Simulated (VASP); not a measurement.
**Lattice of LiH across functionals and dispersion corrections**

Aim: relax LiH at several levels and hold each cell against experiment. The levels: PBE, LDA, r2SCAN and PBE + D3(BJ). LASPH is on for some levels and off for others; the table marks which. The start is a cell from a database of measured crystal structures.

Calculated with VASP 6.6.1; PBE; plane waves and PAW (Li_sv, H), in the first sound run; inputs show where later runs differ.

The database entry behind the starting cell differs from later determinations by our own check (the deuteride, about 0.2 % short), so it need not match the best structure at ambient conditions.

### 1. The starting structure

Before any relaxation, the start is as follows. The structure is cubic, space group Fm-3m (No. 225). The conventional cell has a = 4.074 Å, b = 4.074 Å, c = 4.074 Å, α = 90.00°, β = 90.00°, γ = 90.00°. Nearest to Li lie 6 H at 2.04 Å. Nearest to H lie 6 Li at 2.04 Å. Farther neighbours are not listed.

Coordinates:

```xyz
2
Lattice="0.0000 2.0368 2.0368 2.0368 0.0000 2.0368 2.0368 2.0368 0.0000" Properties=species:S:1:pos:R:3 pbc="T T T"
Li    0.0000    0.0000    0.0000
H     2.0368    2.0368    2.0368
```

### 2. Relaxation with PBE

The start need not lie at this functional's minimum. ISIF = 3 frees volume, shape and positions, and EDIFFG sets the threshold on forces and stress at which the search stops. PBE, the usual starting point, adds the gradient of the density.

File INCAR:

```
SYSTEM = LiH
PREC = Accurate
ENCUT = 700
EDIFF = 1E-06
NELM = 100
ISMEAR = -1
SIGMA = 0.05
LREAL = .FALSE.
ALGO = Normal
GGA = PE
NBANDS = 8
LORBIT = 11
LWAVE = .FALSE.
LCHARG = .FALSE.
KPAR = 2
IBRION = 2
NSW = 60
ISIF = 3
EDIFFG = -0.01
```

File POSCAR:

```
LiH
1.0
    0.0000000000      2.0367500000      2.0367500000
    2.0367500000      0.0000000000      2.0367500000
    2.0367500000      2.0367500000      0.0000000000
Li H
1 1
Direct
    0.0000000000      0.0000000000      0.0000000000
    0.5000000000      0.5000000000      0.5000000000
```

File KPOINTS:

```
Automatic mesh
0
Gamma
8 8 8
0 0 0
```

The projector-augmented-wave data sets are Li_sv and H (PBE family, release 64).

Run with:

```bash
$ mpirun -np 2 vasp_std
```

The program printed:

```text
[banner, memory and clock lines left out]
running    2 mpi-ranks, on    1 nodes
 distrk:  each k-point on    1 cores,    2 groups
 distr:  one band on    1 cores,    1 groups

 POSCAR found type information on POSCAR LiH
 POSCAR found :  2 types and       2 ions
 LDA part: xc-table for (Slater+PW92), standard interpolation
 POSCAR, INCAR and KPOINTS ok, starting setup
 FFT: planning ... GRIDC
 FFT: planning ... GRID_SOFT
 FFT: planning ... GRID
 WAVECAR not read
 entering main loop
       N       E                     dE             d eps       ncg     rms          rms(c)
DAV:   1    -0.185099923768E+01   -0.18510E+01   -0.17097E+03   464   0.537E+02
DAV:   2    -0.631410602293E+01   -0.44631E+01   -0.44631E+01   672   0.526E+01
DAV:   3    -0.636280213246E+01   -0.48696E-01   -0.48696E-01   568   0.577E+00
DAV:   4    -0.636303583228E+01   -0.23370E-03   -0.23370E-03   736   0.342E-01
DAV:   5    -0.636303593399E+01   -0.10171E-06   -0.10171E-06   584   0.692E-03    0.286E+00
DAV:   6    -0.618037682523E+01    0.18266E+00   -0.16135E-01   512   0.136E+00    0.142E+00
DAV:   7    -0.612053313014E+01    0.59844E-01   -0.20184E-01   528   0.173E+00    0.217E-01
DAV:   8    -0.612242909839E+01   -0.18960E-02   -0.45309E-03   544   0.485E-01    0.391E-02
DAV:   9    -0.612239077803E+01    0.38320E-04   -0.14595E-04   656   0.529E-02    0.788E-03
DAV:  10    -0.612238905945E+01    0.17186E-05   -0.44861E-06   560   0.165E-02    0.221E-03
DAV:  11    -0.612238879255E+01    0.26690E-06   -0.19149E-07   448   0.226E-03
   1 F= -.61223888E+01 E0= -.61223888E+01  d E =-.612239E+01
 curvature:   0.00 expect dE= 0.000E+00 dE for cont linesearch  0.000E+00
 trial: gam= 0.00000 g(F)=  0.304E-63 g(S)=  0.283E-02 ort = 0.000E+00 (trialstep = 0.100E+01)
 search vector abs. value=  0.283E-02
 bond charge predicted
       N       E                     dE             d eps       ncg     rms          rms(c)
DAV:   1    -0.612545875580E+01   -0.30697E-02   -0.18173E-02   544   0.991E-01    0.271E-01
DAV:   2    -0.612508401265E+01    0.37474E-03   -0.49103E-04   520   0.198E-01    0.161E-01
DAV:   3    -0.612486770734E+01    0.21631E-03   -0.35040E-04   768   0.934E-02    0.123E-02
DAV:   4    -0.612486524464E+01    0.24627E-05   -0.34679E-06   496   0.197E-02    0.335E-03
DAV:   5    -0.612486572139E+01   -0.47675E-06   -0.18759E-06   488   0.911E-03
   2 F= -.61248657E+01 E0= -.61248657E+01  d E =-.247693E-02
 trial-energy change:   -0.002477  1 .order   -0.002473   -0.002831   -0.002115
 step:   3.9523(harm=  3.9523)  dis= 0.00000  next Energy=    -6.127984 (dE=-0.560E-02)
 bond charge predicted
       N       E                     dE             d eps       ncg     rms          rms(c)
DAV:   1    -0.613317906314E+01   -0.83138E-02   -0.16625E-01   544   0.307E+00    0.813E-01
DAV:   2    -0.612980114409E+01    0.33779E-02   -0.46303E-03   504   0.631E-01    0.483E-01
DAV:   3    -0.612793921371E+01    0.18619E-02   -0.31354E-03   752   0.285E-01    0.372E-02
DAV:   4    -0.612792370545E+01    0.15508E-04   -0.35015E-05   520   0.625E-02    0.842E-03
DAV:   5    -0.612792412769E+01   -0.42224E-06   -0.16173E-05   664   0.273E-02    0.246E-03
DAV:   6    -0.612792367768E+01    0.45001E-06   -0.41112E-07   272   0.617E-03
   3 F= -.61279237E+01 E0= -.61279237E+01  d E =-.553489E-02
 curvature:  -1.98 expect dE=-0.610E-05 dE for cont linesearch -0.610E-05
 trial: gam= 0.00000 g(F)=  0.566E-62 g(S)=  0.309E-05 ort =-0.935E-04 (trialstep = 0.159E+01)
 search vector abs. value=  0.309E-05
 reached required accuracy - stopping structural energy minimisation
```

The job ended after 7.2 s (2 MPI ranks of AMD EPYC 9R14 (Zen 4), shared host; peak memory 0.23 GiB; 13 s of CPU time).

Lines that name or quote the potential files are left out of all logs, and their timing lines are given in words.

Parts of OUTCAR (step 2):

```text
ion  position               nearest neighbor table
   1  0.000  0.000  0.000-
   2  0.500  0.500  0.500-

  LATTYP: Found a face centered cubic cell.
 ALAT       =     4.0735000000

 Subroutine GETGRP returns: Found 48 space group operations
 (whereof 48 operations were pure point group operations)

The static configuration has the point symmetry O_h .

 Found     29 irreducible k-points:

   k-points           NKPTS =     29   k-points in BZ     NKDIM =     29   number of bands    NBANDS=      8

   dimension x,y,z NGX =    28 NGY =   28 NGZ =   28
   dimension x,y,z NGXF=    56 NGYF=   56 NGZF=   56

   ENCUT  =  700.0 eV  51.45 Ry    7.17 a.u.   6.21  6.21  6.21*2*pi/ulx,y,z

   NELECT =       4.0000    total number of electrons

 k-points in reciprocal lattice and weights: Automatic mesh
   0.00000000  0.00000000  0.00000000       0.002
   0.12500000  0.00000000  0.00000000       0.016
   0.25000000  0.00000000  0.00000000       0.016
   0.37500000  0.00000000  0.00000000       0.016
   0.50000000  0.00000000  0.00000000       0.008
   0.12500000  0.12500000  0.00000000       0.012
   0.25000000  0.12500000  0.00000000       0.047
   0.37500000  0.12500000  0.00000000       0.047
   0.50000000  0.12500000  0.00000000       0.047
[...]
-0.37500000  0.50000000  0.12500000       0.023
  -0.25000000  0.50000000  0.25000000       0.012

 average (electrostatic) potential at core
       1 -63.1838       2 -33.9387

 E-fermi :   1.3003

 k-point     1 :       0.0000    0.0000    0.0000
  band No.  band energies     occupation
      1     -44.1432      2.00000
      2      -5.3439      2.00000
      3      16.3251      0.00000
      4      18.1130      0.00000
      5      18.1130      0.00000
      6      18.1130      0.00000
      7      22.8449      0.00000
    ...

 k-point     2 :       0.1250    0.0000    0.0000
  band No.  band energies     occupation
      1     -44.1362      2.00000
      2      -5.0670      2.00000
      3      14.0754      0.00000
      4      16.7851      0.00000
      5      17.5565      0.00000
      6      17.5565      0.00000
      7      22.3870      0.00000
    ...

 k-point     3 :       0.2500    0.0000    0.0000
  band No.  band energies     occupation
      1     -44.1193      2.00000
      2      -4.2741      2.00000
      3       9.8988      0.00000
      4      15.2825      0.00000
      5      16.8557      0.00000
      6      16.8557      0.00000
      7      22.3991      0.00000
    ...

  Total        0.0065314      0.0065314      0.0065314      0.0000000      0.0000000     -0.0000000
  in kB        0.6556560      0.6556560      0.6556560      0.0000000      0.0000000     -0.0000000
  external PRESSURE =       0.6556560 kB  Pullay stress =       0.0000000 kB

  energy-cutoff  :      700.00
  volume of cell :       15.96
      direct lattice vectors                 reciprocal lattice vectors
     0.000000000  1.998341032  1.998341032    -0.250207543  0.250207543  0.250207543
     1.998341032  0.000000000  1.998341032     0.250207543 -0.250207543  0.250207543
     1.998341032  1.998341032  0.000000000     0.250207543  0.250207543 -0.250207543

 POSITION                                       TOTAL-FORCE (eV/Angst)
 -----------------------------------------------------------------------------------
      0.00000      0.00000      0.00000         0.000000     -0.000000      0.000000
      1.99834      1.99834      1.99834        -0.000000      0.000000     -0.000000
 -----------------------------------------------------------------------------------
    total drift:                                0.000000      0.000000      0.000000

  FREE ENERGIE OF THE ION-ELECTRON SYSTEM (eV)
  ---------------------------------------------------
  free  energy   TOTEN  =        -6.1279236777 eV

  energy  without entropy=       -6.1279236777  energy(sigma->0) =       -6.12792368

 reached required accuracy - stopping structural energy minimisation

 total charge
# of ion       s       p       d       tot
------------------------------------------
    1        2.022   0.060   0.000   2.082
    2        0.545   0.002   0.000   0.547
--------------------------------------------------
tot          2.567   0.062   0.000   2.629

[... 3 further parts left out ...]
```

The gap is read on the k-mesh alone, so it is an upper bound where the band edges lie off the mesh, and a coarse mesh can show a gap where there is none. The run keeps the 48 symmetry operations of its start, so it cannot find a distortion of lower symmetry.

Relaxation path:

```tsv
step	energy less that of the first step (eV)	largest force (eV/Å)	pressure (GPa)	volume (Å³)
1	0.0000	0.0000	-1.88	16.90
2	-0.0025	0.0000	-1.42	16.66
3	-0.0055	0.0000	0.07	15.96
```

```tsv
conventional cell, symmetrised	before	after	change
a (Å)	4.074	3.997	-1.9 %
b (Å)	4.074	3.997	-1.9 %
c (Å)	4.074	3.997	-1.9 %
volume (Å³/atom)	8.45	7.98	-5.6 %
```

The relaxed structure:

```
Li H
1.0
     0.00000    1.99834    1.99834
     1.99834    0.00000    1.99834
     1.99834    1.99834    0.00000
Li H
1 1
Direct
  0.00000 0.00000 0.00000
  0.50000 0.50000 0.50000
```

Numbers from this step:

```yaml
electrons: 4
bands: 8
irreducible_k_points: 29
symmetry_operations: 48
free_energy_toten: -6.128 eV
fermi_energy: 1.300 eV
pressure: 0.06557 GPa
metallic_judged_on_the_points_sampled: no
valence_top_at_k: 0.5, 0.5, 0
conduction_bottom_at_k: 0.5, 0.5, 0
least_direct_gap_at_k: 0.5, 0.5, 0
scf_cycles_over_all_ionic_steps: 22
gap_on_the_k_mesh: 2.975 eV
least_direct_gap_on_the_k_mesh: 2.975 eV
```

It ends with forces that vanish by symmetry and a pressure of 0.07 GPa. The volume lies -5.6 % from that of the database's start, part of which can be the thermal and zero-point expansion of its experiment. The conventional cell has a = 3.997 Å. Against its usual tendency, PBE gives a cell smaller than the listed one.

### 3. Relaxation with LDA

This step: LDA; plane waves and PAW (Li_sv, H) (VASP 6.6.1).

LDA, the lowest rung, knows the local density alone.

Edit INCAR of step 2 so:

```diff
@@ -9,3 +9,3 @@
 ALGO = Normal
-GGA = PE
+GGA = CA
 NBANDS = 8
```

POSCAR is that of step 2.

KPOINTS is that of step 2.

Run with:

```bash
$ mpirun -np 2 vasp_std
```

The program printed:

```text
[banner, memory and clock lines left out]
running    2 mpi-ranks, on    1 nodes
 distrk:  each k-point on    1 cores,    2 groups
 distr:  one band on    1 cores,    1 groups

 POSCAR found type information on POSCAR LiH
 POSCAR found :  2 types and       2 ions
|                                                                             |
|               ----> ADVICE to this user running VASP <----                  |
|                                                                             |
|     You enforced a specific xc type in the INCAR file but a different       |
|     [... a line on the potential file left out ...]
|     I HOPE YOU KNOW WHAT YOU ARE DOING!                                     |
|                                                                             |

 LDA part: xc-table for (Slater(with rela. corr.)+CA(PZ))
 , standard interpolation
 POSCAR, INCAR and KPOINTS ok, starting setup
 FFT: planning ... GRIDC
 FFT: planning ... GRID_SOFT
 FFT: planning ... GRID
 WAVECAR not read
 entering main loop
       N       E                     dE             d eps       ncg     rms          rms(c)
DAV:   1    -0.225069979258E+01   -0.22507E+01   -0.17012E+03   464   0.536E+02
DAV:   2    -0.645212631865E+01   -0.42014E+01   -0.42014E+01   664   0.503E+01
DAV:   3    -0.649677134008E+01   -0.44645E-01   -0.44645E-01   560   0.543E+00
DAV:   4    -0.649700893759E+01   -0.23760E-03   -0.23760E-03   736   0.343E-01
DAV:   5    -0.649700926246E+01   -0.32487E-06   -0.32487E-06   568   0.844E-03    0.265E+00
DAV:   6    -0.633038352138E+01    0.16663E+00   -0.16254E-01   544   0.133E+00    0.130E+00
DAV:   7    -0.627703939519E+01    0.53344E-01   -0.18047E-01   592   0.157E+00    0.193E-01
DAV:   8    -0.627778437280E+01   -0.74498E-03   -0.35230E-03   528   0.484E-01    0.345E-02
DAV:   9    -0.627774938638E+01    0.34986E-04   -0.14473E-04   664   0.488E-02    0.102E-02
DAV:  10    -0.627774865042E+01    0.73596E-06   -0.33085E-06   600   0.152E-02
   1 F= -.62777487E+01 E0= -.62777487E+01  d E =-.627775E+01
 curvature:   0.00 expect dE= 0.000E+00 dE for cont linesearch  0.000E+00
 trial: gam= 0.00000 g(F)=  0.165E-62 g(S)=  0.135E-01 ort = 0.000E+00 (trialstep = 0.100E+01)
 search vector abs. value=  0.135E-01
 bond charge predicted
       N       E                     dE             d eps       ncg     rms          rms(c)
DAV:   1    -0.629279812622E+01   -0.15049E-01   -0.88199E-02   552   0.213E+00    0.604E-01
DAV:   2    -0.629074891676E+01    0.20492E-02   -0.14390E-03   608   0.355E-01    0.350E-01
DAV:   3    -0.628973533561E+01    0.10136E-02   -0.17110E-03   712   0.207E-01    0.169E-02
DAV:   4    -0.628973259961E+01    0.27360E-05   -0.20818E-05   520   0.503E-02    0.443E-03
DAV:   5    -0.628973278752E+01   -0.18791E-06   -0.53414E-06   560   0.171E-02
   2 F= -.62897328E+01 E0= -.62897328E+01  d E =-.119841E-01
[...]
3 F= -.63041182E+01 E0= -.63041182E+01  d E =-.263696E-01
 curvature:  -1.88 expect dE=-0.820E-03 dE for cont linesearch -0.820E-03
 ZBRENT: extrapolating
 opt :   3.8615  next Energy=    -6.304942 (dE=-0.272E-01)
 bond charge predicted
       N       E                     dE             d eps       ncg     rms          rms(c)
DAV:   1    -0.630639966884E+01   -0.22815E-02   -0.44217E-02   512   0.153E+00    0.419E-01
DAV:   2    -0.630542680313E+01    0.97287E-03   -0.81951E-04   600   0.281E-01    0.243E-01
DAV:   3    -0.630494187887E+01    0.48492E-03   -0.83051E-04   704   0.150E-01    0.125E-02
DAV:   4    -0.630494074495E+01    0.11339E-05   -0.11533E-05   504   0.374E-02    0.448E-03
DAV:   5    -0.630494089724E+01   -0.15229E-06   -0.23587E-06   552   0.133E-02
   4 F= -.63049409E+01 E0= -.63049409E+01  d E =-.271922E-01
 curvature:  -1.89 expect dE=-0.309E-05 dE for cont linesearch -0.309E-05
 trial: gam= 0.00000 g(F)=  0.195E-59 g(S)=  0.164E-05 ort =-0.149E-03 (trialstep = 0.157E+01)
 search vector abs. value=  0.164E-05
 reached required accuracy - stopping structural energy minimisation
```

It took 7.6 s on 2 MPI ranks; peak memory 0.21 GiB.

Parts of OUTCAR (step 3):

```text
The static configuration has the point symmetry O_h .

 Found     29 irreducible k-points:

   NELECT =       4.0000    total number of electrons

 E-fermi :   1.5441

 k-point     1 :       0.0000    0.0000    0.0000
  band No.  band energies     occupation
      1     -42.8280      2.00000
      2      -5.4056      2.00000
      3      17.5638      0.00000
      4      18.4593      0.00000
      5      18.4593      0.00000
      6      18.4593      0.00000
      7      23.6167      0.00000
    ...

 k-point     2 :       0.1250    0.0000    0.0000
  band No.  band energies     occupation
      1     -42.8177      2.00000
      2      -5.1273      2.00000
      3      14.7410      0.00000
      4      17.5974      0.00000
      5      17.9038      0.00000
      6      17.9038      0.00000
      7      23.0740      0.00000
    ...

  Total        0.0047560      0.0047560      0.0047560      0.0000000      0.0000000     -0.0000000
  in kB        0.5101533      0.5101533      0.5101533      0.0000000      0.0000000     -0.0000000
  external PRESSURE =       0.5101533 kB  Pullay stress =       0.0000000 kB

  energy-cutoff  :      700.00
  volume of cell :       14.94
      direct lattice vectors                 reciprocal lattice vectors
     0.000000000  1.954668941  1.954668941    -0.255797792  0.255797792  0.255797792
     1.954668941  0.000000000  1.954668941     0.255797792 -0.255797792  0.255797792
     1.954668941  1.954668941 -0.000000000     0.255797792  0.255797792 -0.255797792

 POSITION                                       TOTAL-FORCE (eV/Angst)
 -----------------------------------------------------------------------------------
      1.95467      3.90934      1.95467        -0.000000      0.000000      0.000000
      1.95467      1.95467      1.95467         0.000000     -0.000000     -0.000000
 -----------------------------------------------------------------------------------
    total drift:                                0.000000      0.000000      0.000000

  FREE ENERGIE OF THE ION-ELECTRON SYSTEM (eV)
  ---------------------------------------------------
  free  energy   TOTEN  =        -6.3049408972 eV

  energy  without entropy=       -6.3049408972  energy(sigma->0) =       -6.30494090

 total charge
# of ion       s       p       d       tot
------------------------------------------
    1        2.027   0.093   0.000   2.120
    2        0.532   0.002   0.000   0.535
--------------------------------------------------
tot          2.559   0.095   0.000   2.654

[... 8 parts as in an earlier step ...]

[... 5 further parts left out ...]
```

The PAW data sets were made with PBE, though LDA sets exist; this is a small mismatch. After so large a change of volume the plane waves of the start cell no longer fit, so the final stress carries a basis-set error.

The steps of the relaxation:

```tsv
step	energy less that of the first step (eV)	largest force (eV/Å)	pressure (GPa)	volume (Å³)
1	0.0000	0.0000	-4.10	16.90
2	-0.0120	0.0000	-3.21	16.37
3	-0.0264	0.0000	-0.81	15.27
4	-0.0272	0.0000	0.05	14.94
```

```tsv
conventional cell, symmetrised	before	after	change
a (Å)	4.074	3.909	-4.0 %
b (Å)	4.074	3.909	-4.0 %
c (Å)	4.074	3.909	-4.0 %
volume (Å³/atom)	8.45	7.47	-11.6 %
```

Final coordinates:

```cif
data_structure
_symmetry_space_group_name_H-M 'P 1'
_symmetry_Int_Tables_number 1
_cell_length_a 2.7643
_cell_length_b 2.7643
_cell_length_c 2.7643
_cell_angle_alpha 60.000
_cell_angle_beta 60.000
_cell_angle_gamma 60.000
_cell_volume 14.94
loop_
_atom_site_label
_atom_site_type_symbol
_atom_site_fract_x
_atom_site_fract_y
_atom_site_fract_z
_atom_site_occupancy
Li1 Li 0.00000 0.00000 0.00000 1
H2 H 0.50000 0.50000 0.50000 1
```

This step gave:

- free energy (TOTEN): -6.305 eV
- Fermi energy: 1.544 eV
- pressure: 0.05102 GPa
- SCF cycles over all ionic steps: 26
- gap on the k-mesh: 2.532 eV
- least direct gap on the k-mesh: 2.532 eV

It ends at 7.468 Å³/atom, -11.6 % from the start, with 0.05 GPa left. The conventional cell has a = 3.909 Å.

(Part 1 of 2 ends here.)

[Lines on the potential files, build, host, timing and source positions are cut from VASP's logs without a mark.]

[Logs are printed without paths, hosts, clocks, repeated set-up lines and the standing remarks that a program may print on its own settings, such as how far it seeks lower states.]

[Hosts, paths, dates, database ids (printed as entryN), source tags and the programs' standing remarks are cut or masked in the printed files.]

[A measured line is paired with the nearest computed mode of its activity, which favours agreement.]

[In band tables of VASP the shares of atoms and orbitals are scaled to a sum of 1 inside the atoms' spheres.]
